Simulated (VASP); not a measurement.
These are PBEsol GGA, VASP's PBE PAW potentials (set 64) (plane waves; VASP 6.6.1) values and carry that method's errors.

The input files of a VASP run:

KPOINTS:
```
Automatic mesh
0
G
  12 12 4
0 0 0
```

### POSCAR
```
Al2Pd2
1.0
  0.0000000000   2.0248766740   2.0248766740
  2.0248766740   0.0000000000   2.0248766740
  7.5512660814   7.5512660814   0.5482406148
Pd Al
2 2
Cartesian
  7.4888613224   7.4888613224   0.6106453738
  3.9750979533   3.9750979533   4.1244087427
  3.7204135865   3.7204135865   0.3293397614
  7.7435456893   7.7435456893   4.4057143551
```

### INCAR
```
SYSTEM = Al2Pd2
PREC = Accurate
ENCUT = 400
EDIFF = 1E-6
NELM = 100
ALGO = Normal
LREAL = .FALSE.
LASPH = .TRUE.
ISMEAR = 1
SIGMA = 0.1
GGA = PS
LMAXMIX = 4
LWAVE = .FALSE.
LCHARG = .FALSE.
IBRION = 2
ISIF = 3
NSW = 60
EDIFFG = -0.02
```

POTCAR, in this order: Pd Al (PBE.64 set). Program: vasp_std.

What VASP printed:

File OUTCAR:
```
 ion  position               nearest neighbor table
   1  0.017  0.017  0.987-   4 2.52   4 2.52   4 2.52   2 2.85   2 2.85   2 2.85
   2  0.983  0.983  0.263-   3 2.52   3 2.52   3 2.52   1 2.85   1 2.85   1 2.85
   3  0.015  0.015  0.489-   2 2.52   2 2.52   2 2.52   4 2.83   4 2.83   4 2.83
   4  0.985  0.985  0.761-   1 2.52   1 2.52   1 2.52   3 2.83   3 2.83   3 2.83
  LATTYP: Found a trigonal (rhomboedric) cell.
 ALAT       =     8.5640265755
 COS(alpha) =     0.9440962241
 Subroutine PRICEL returns:
 Original cell was already a primitive cell.
 Subroutine GETGRP returns: Found 12 space group operations
The static configuration has the point symmetry C_3v.
 The point group associated with its full space group is D_3d.
The dynamic configuration has the point symmetry C_3v.
 Subroutine INISYM returns: Found 12 space group operations
 Subroutine IBZKPT returns following result:
 Found    129 irreducible k-points:

 Following reciprocal coordinates:
            Coordinates               Weight
  0.000000  0.000000  0.000000      1.000000
  0.083333  0.000000 -0.000000      4.000000
  0.166667  0.000000 -0.000000      4.000000
  0.250000  0.000000  0.000000      6.000000
  0.333333  0.000000 -0.000000      4.000000
  0.416667  0.000000  0.000000      4.000000
  0.500000  0.000000  0.000000      3.000000
  0.083333  0.083333 -0.000000      2.000000
  0.166667  0.083333 -0.000000      4.000000
  0.250000  0.083333 -0.000000      8.000000
  0.333333  0.083333 -0.000000      4.000000
  0.416667  0.083333 -0.000000      4.000000
  0.500000  0.083333 -0.000000      8.000000
 -0.416667  0.083333 -0.000000      4.000000
 -0.333333  0.083333 -0.000000      4.000000
 -0.250000  0.083333 -0.000000      8.000000
 -0.166667  0.083333 -0.000000      4.000000
 -0.083333  0.083333  0.000000      2.000000
  0.166667  0.166667 -0.000000      2.000000
  0.333333  0.166667 -0.000000      4.000000
...
```

OSZICAR:
```
       N       E                     dE             d eps       ncg     rms          rms(c)
DAV:   1     0.953311865939E+02    0.95331E+02   -0.10119E+04  4418   0.110E+03
DAV:   2    -0.199261410539E+02   -0.11526E+03   -0.11162E+03  5053   0.235E+02
DAV:   3    -0.231941010865E+02   -0.32680E+01   -0.32248E+01  5350   0.395E+01
DAV:   4    -0.232224353483E+02   -0.28334E-01   -0.28241E-01  5109   0.382E+00
DAV:   5    -0.232227769915E+02   -0.34164E-03   -0.34158E-03  5382   0.439E-01    0.120E+01
DAV:   6    -0.228015331477E+02    0.42124E+00   -0.17516E+01  5123   0.312E+01    0.662E+00
DAV:   7    -0.220015090671E+02    0.80002E+00   -0.43648E+00  4805   0.159E+01    0.304E+00
DAV:   8    -0.219638679760E+02    0.37641E-01   -0.15706E-01  5114   0.256E+00    0.949E-01
DAV:   9    -0.219504578342E+02    0.13410E-01   -0.56906E-02  4909   0.174E+00    0.320E-01
DAV:  10    -0.219501538887E+02    0.30395E-03   -0.23872E-03  4878   0.410E-01    0.151E-01
DAV:  11    -0.219499653362E+02    0.18855E-03   -0.17840E-03  4687   0.253E-01    0.308E-02
DAV:  12    -0.219499206753E+02    0.44661E-04   -0.18896E-04  4655   0.850E-02    0.144E-02
DAV:  13    -0.219499206834E+02   -0.81050E-08   -0.14968E-05  5503   0.249E-02    0.853E-03
DAV:  14    -0.219499200121E+02    0.67133E-06   -0.14634E-06  3552   0.712E-03
   1 F= -.21949920E+02 E0= -.21949380E+02  d E =-.219499E+02
       N       E                     dE             d eps       ncg     rms          rms(c)
DAV:   1    -0.219695759817E+02   -0.19655E-01   -0.74535E-01  4580   0.662E+00    0.678E-01
DAV:   2    -0.219619121193E+02    0.76639E-02   -0.10500E-01  5002   0.242E+00    0.482E-01
DAV:   3    -0.219557786022E+02    0.61335E-02   -0.26928E-02  4925   0.127E+00    0.185E-01
DAV:   4    -0.219545402421E+02    0.12384E-02   -0.29317E-03  4675   0.422E-01    0.449E-02
DAV:   5    -0.219545244608E+02    0.15781E-04   -0.24233E-04  4884   0.122E-01    0.254E-02
DAV:   6    -0.219545229061E+02    0.15547E-05   -0.18124E-05  5010   0.331E-02    0.682E-03
DAV:   7    -0.219545227414E+02    0.16470E-06   -0.13911E-06  2556   0.883E-03
   2 F= -.21954523E+02 E0= -.21954128E+02  d E =-.460273E-02
       N       E                     dE             d eps       ncg     rms          rms(c)
DAV:   1    -0.219548371597E+02   -0.31425E-03   -0.12336E-02  4582   0.854E-01    0.865E-02
DAV:   2    -0.219547016089E+02    0.13555E-03   -0.16729E-03  4994   0.309E-01    0.610E-02
DAV:   3    -0.219546087237E+02    0.92885E-04   -0.43086E-04  4935   0.159E-01    0.242E-02
DAV:   4    -0.219545875068E+02    0.21217E-04   -0.52615E-05  4702   0.565E-02    0.549E-03
DAV:   5    -0.219545874103E+02    0.96499E-07   -0.27571E-06  3524   0.141E-02
   3 F= -.21954587E+02 E0= -.21954226E+02  d E =-.466740E-02
       N       E                     dE             d eps       ncg     rms          rms(c)
DAV:   1    -0.219850433971E+02   -0.30456E-01   -0.56562E-01  4499   0.696E+00    0.121E+00
DAV:   2    -0.219709130179E+02    0.14130E-01   -0.34436E-01  5145   0.486E+00    0.752E-01
DAV:   3    -0.219554282617E+02    0.15485E-01   -0.78663E-02  4858   0.206E+00    0.180E-01
DAV:   4    -0.219550173656E+02    0.41090E-03   -0.15353E-03  4685   0.323E-01    0.900E-02
DAV:   5    -0.219549600663E+02    0.57299E-04   -0.26532E-04  5097   0.107E-01    0.273E-02
DAV:   6    -0.219549567604E+02    0.33060E-05   -0.47081E-05  5236   0.588E-02    0.881E-03
DAV:   7    -0.219549568578E+02   -0.97466E-07   -0.14537E-06  2435   0.954E-03
   4 F= -.21954957E+02 E0= -.21954705E+02  d E =-.369448E-03
       N       E                     dE             d eps       ncg     rms          rms(c)
DAV:   1    -0.219608322577E+02   -0.58755E-02   -0.10309E-01  4506   0.296E+00    0.521E-01
DAV:   2    -0.219583975353E+02    0.24347E-02   -0.65802E-02  5126   0.209E+00    0.318E-01
DAV:   3    -0.219554428946E+02    0.29546E-02   -0.13927E-02  4848   0.890E-01    0.713E-02
DAV:   4    -0.219553658479E+02    0.77047E-04   -0.31557E-04  4959   0.133E-01    0.315E-02
DAV:   5    -0.219553620338E+02    0.38141E-05   -0.58408E-05  4770   0.527E-02    0.132E-02
DAV:   6    -0.219553617721E+02    0.26176E-06   -0.15313E-05  5250   0.323E-02    0.390E-03
DAV:   7    -0.219553618901E+02   -0.11806E-06   -0.48093E-07  2278   0.532E-03
   5 F= -.21955362E+02 E0= -.21955058E+02  d E =-.774480E-03
```

File OUTCAR:
```
------------------------ aborting loop because EDIFF is reached ----------------------------------------
  FORCE on cell =-STRESS in cart. coord.  units (eV):
  Direction    XX          YY          ZZ          XY          YZ          ZX
  --------------------------------------------------------------------------------------
  Total       -0.0050498     -0.0050498     -0.0050498     -0.0010400      0.0010400      0.0010400
  in kB       -0.1352760     -0.1352760     -0.1352760     -0.0278593      0.0278593      0.0278593
  external PRESSURE =      -0.1352760 kB  Pullay stress =       0.0000000 kB
  volume of cell :       59.81
      direct lattice vectors                 reciprocal lattice vectors
    -0.000000000  2.037083081  2.037083081    -0.256143479  0.234754516  0.256143479
     2.037083081 -0.000000000  2.037083081     0.234754516 -0.256143479  0.256143479
     7.520353945  7.520353945  0.627978381     0.069383110  0.069383110 -0.069383110
 POSITION                                       TOTAL-FORCE (eV/Angst)
 -----------------------------------------------------------------------------------
      7.45688      7.45688      0.69145         0.006548      0.006548     -0.006548
      3.98064      3.98064      4.16769        -0.006548     -0.006548      0.006548
      3.70292      3.70292      0.37125        -0.006329     -0.006329      0.006329
      7.73461      7.73461      4.48789         0.006329      0.006329     -0.006329
 -----------------------------------------------------------------------------------
    total drift:                                0.000000     -0.000000      0.000000
  FREE ENERGIE OF THE ION-ELECTRON SYSTEM (eV)
  ---------------------------------------------------
  free  energy   TOTEN  =       -21.9553618901 eV

  energy  without entropy=      -21.9544516953  energy(sigma->0) =      -21.95505849

 reached required accuracy - stopping structural energy minimisation
```
(Selected blocks of OUTCAR.)

### CONTCAR
```
Al2Pd2
   1.00000000000000
    -0.0000000000002711    2.0370830813680536    2.0370830813685958
     2.0370830813680536   -0.0000000000002711    2.0370830813685958
     7.5203539450059820    7.5203539450059820    0.6279783806665677
  Pd              Al
     2     2
Direct
     0.0176155846437447    0.0176155846437447    0.9867883115171949
     0.9823844153562553    0.9823844153562553    0.2632116884828049
     0.0158910195696728    0.0158910195696728    0.4880817352977468
     0.9841089804303272    0.9841089804303272    0.7619182647022532
```

File OUTCAR:
```
 val. band max:        9.3451006028   @ k =  -0.4167   0.2500   0.0000

 cond. band min:       9.3512278984   @ k =  -0.2500   0.0000   0.2500


 Fermi energy:         9.3486672596

 k-point     1 :       0.0000    0.0000    0.0000
  band No.  band energies     occupation
      1      -1.2093      2.00000
      2       1.2266      2.00000
      3       2.8639      2.00000
      4       4.2240      2.00000
      5       5.8743      2.00000
      6       6.2562      2.00000
      7       6.2562      2.00000
      8       6.2740      2.00000
      9       6.2740      2.00000
     10       7.2420      2.00000
     11       7.2420      2.00000
     12       7.6925      2.00000
     13       7.6925      2.00000
     14       8.2858      2.00000
     15      11.7098      0.00000
     16      20.0542      0.00000
     17      20.4070      0.00000

 k-point     2 :       0.0833    0.0000   -0.0000
  band No.  band energies     occupation
      1      -1.0349      2.00000
      2       1.2943      2.00000
      3       3.1662      2.00000
      4       4.3562      2.00000
      5       5.8794      2.00000
      6       6.1744      2.00000
      7       6.2006      2.00000
      8       6.3381      2.00000
      9       6.3971      2.00000
     10       6.9086      2.00000
     11       7.1980      2.00000
     12       7.2987      2.00000
     13       7.7067      2.00000
     14       8.8817      2.00000
     15      12.0767      0.00000
     16      18.0830      0.00000
     17      19.1105      0.00000

 k-point     3 :       0.1667    0.0000   -0.0000
  band No.  band energies     occupation
      1      -0.5283      2.00000
      2       1.5892      2.00000
      3       3.8982      2.00000
      4       4.6680      2.00000
      5       5.7632      2.00000
      6       5.8690      2.00000
      7       6.0755      2.00000
      8       6.3471      2.00000
      9       6.5037      2.00000
     10       6.7371      2.00000
     11       7.1737      2.00000
...
```

The structure was generated: Al2Pd2 was put into an ordered model structure (R-3m), which need not be its known phase. This run relaxes it. Symmetry was kept, so distortions that lower it aren't found. The start is the result of an earlier pass.
